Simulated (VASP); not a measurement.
Input for VASP

**INCAR**
```
LMAXMIX=4   ! l cut-off of mixed one-centre charges
GGA=PE
LREAL=.FALSE.
NELM=100   ! most electronic steps
PSTRESS=20   ! kbar
LASPH=.TRUE.
LWAVE=.FALSE.
LCHARG=.FALSE.
ALGO=Normal
IBRION=2   ! conjugate gradients
EDIFF=1E-7
ISIF=3
ENCUT=600
PREC=Accurate
SIGMA=0.1   ! width (eV)
EDIFFG=-0.01   ! ionic stop
ISMEAR=1
NSW=40   ! most ionic steps
SYSTEM=ZrB2
```

**KPOINTS**
```
Automatic
0
gamma
10 10 8
0 0 0
```

### POSCAR
```
ZrB2
1.0
  1.5846316266  -2.7446629582   0.0000000000
  1.5846316266   2.7446629582   0.0000000000
  0.0000000000   0.0000000000   3.5469256300
Zr B
1 2
Cartesian
  1.5846316266   2.7446629582   0.0000000000
  1.5846316266   0.9148894825   1.7734628150
  1.5846316266  -0.9148894825   1.7734628150
```

POTCAR, in this order: Zr_sv B (PBE.64 set). Program: vasp_std.

Problem. Translate this PBE calculation to Quantum ESPRESSO's pw.x.

Solution. One equivalent input (not run):
```
&CONTROL
  calculation = 'vc-relax'
  pseudo_dir = './pseudo'
  outdir = './out'
  tprnfor = .true.
  tstress = .true.
  nstep = 40
  forc_conv_thr = 0.00039
/
&SYSTEM
  ibrav = 0
  nat = 3
  ntyp = 2
  ecutwfc = 76
  occupations = 'smearing'
  smearing = 'methfessel-paxton'
  degauss = 0.00735
  input_dft = 'pbe'
/
&ELECTRONS
  conv_thr = 7.3e-09
  electron_maxstep = 100
/
&IONS
/
&CELL
  press = 20
/
ATOMIC_SPECIES
  Zr 91.224 Zr.upf
  B 10.810 B.upf
CELL_PARAMETERS angstrom
     1.5846316   -2.7446630    0.0000000
     1.5846316    2.7446630   -0.0000000
    -0.0000000   -0.0000000    3.5469256
ATOMIC_POSITIONS crystal
  Zr   0.0000000  1.0000000  0.0000000
  B    0.3333330  0.6666670  0.5000000
  B    0.6666670  0.3333330  0.5000000
K_POINTS automatic
  10 10 8 0 0 0
```
The two are equivalent in intent, not identical: the potentials are each code's own (VASP's PAW set, PseudoDojo norm-conserving files in pw.x), so ENCUT and ecutwfc are chosen apart and not converted; conv_thr bounds pw.x's estimated SCF error, while EDIFF bounds the energy change between steps; forc_conv_thr acts on force components and is met together with etot_conv_thr.

The compound is ZrB2 in the AlB2 type structure. This run relaxes it under an external pressure of 2 GPa. Symmetry was kept, so distortions that lower it aren't found.
